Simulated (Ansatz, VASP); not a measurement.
One calculation of Sr3SnTe, two programs

File INCAR:

```
SYSTEM = Sr3SnTe
  PREC = Accurate
  ENCUT = 520
  EDIFF = 1E-6
  ISMEAR = 0
  SIGMA = 0.05
  LREAL = .FALSE.
  LASPH = .TRUE.
  NELM = 100
  ALGO = Normal
  ISIF = 2
  LWAVE = .FALSE.
  LCHARG = .FALSE.
  GGA = PS
  NBANDS = 33
```

The input KPOINTS:

```
Automatic mesh
0
G
  4 4 4
  0 0 0
```

POSCAR

```
Sr3SnTe
1.0
    6.7800000000      0.0000000000      0.0000000000
    0.0000000000      6.7800000000      0.0000000000
    0.0000000000      0.0000000000      6.7800000000
Sn Te Sr
1 1 3
Direct
    0.0000000000      0.0000000000      0.0000000000
    0.5000000000      0.5000000000      0.5000000000
    0.5000000000      0.5000000000      0.0000000000
    0.5000000000      0.0000000000      0.5000000000
    0.0000000000      0.5000000000      0.5000000000
```

Input for Ansatz:

```yaml
crystal:
  lattice:
    - [6.78, 0.0, 0.0]
    - [0.0, 6.78, 0.0]
    - [0.0, 0.0, 6.78]
  atoms:
    - { symbol: Sn, position: [0.0, 0.0, 0.0] }
    - { symbol: Te, position: [0.5, 0.5, 0.5] }
    - { symbol: Sr, position: [0.5, 0.5, 0.0] }
    - { symbol: Sr, position: [0.5, 0.0, 0.5] }
    - { symbol: Sr, position: [0.0, 0.5, 0.5] }
basis:
  ecutwfc: 420
kpoints:
  mp_grid: { grid: [4, 4, 4] }
hamiltonian:
  xc: pbesol
scf:
  occupations: { method: gaussian, width: 0.05 }
output:
  forces: true
  stress: true
  eigenvalues: true
```

The cell comes from a database or a generator and needn't be the stable form of this composition.

Alike in both runs: task single point; functional PBEsol; k mesh 4 × 4 × 4; occupations gaussian, width 0.05 eV; no spin polarisation.

|  | VASP | Ansatz |
| --- | --- | --- |
| version | VASP 6.6.1 | Ansatz 0.2.0 |
| potentials or method | VASP PAW PBE potentials, release 64 (Sn_d, Te, Sr_sv) | scalar-relativistic, plane waves, PAW |
| plane-wave cutoff (eV) | 520 | 420 |
| valence electrons in the cell | 50 | 60 |

```csv
,VASP,Ansatz,Ansatz less VASP
gap on the k mesh at the Fermi level (eV),none,none,-
pressure (GPa),-4.2,-4.2,-0.02
```

A gap of «none» marks a metal or a gap that the smearing closes. The two sets of potentials don't hold the same shells in valence.

Caveats: the PAW data sets were made with another functional, which shifts forces and pressure a little (VASP). Spin-orbit coupling is left out, which matters for the levels of Te.
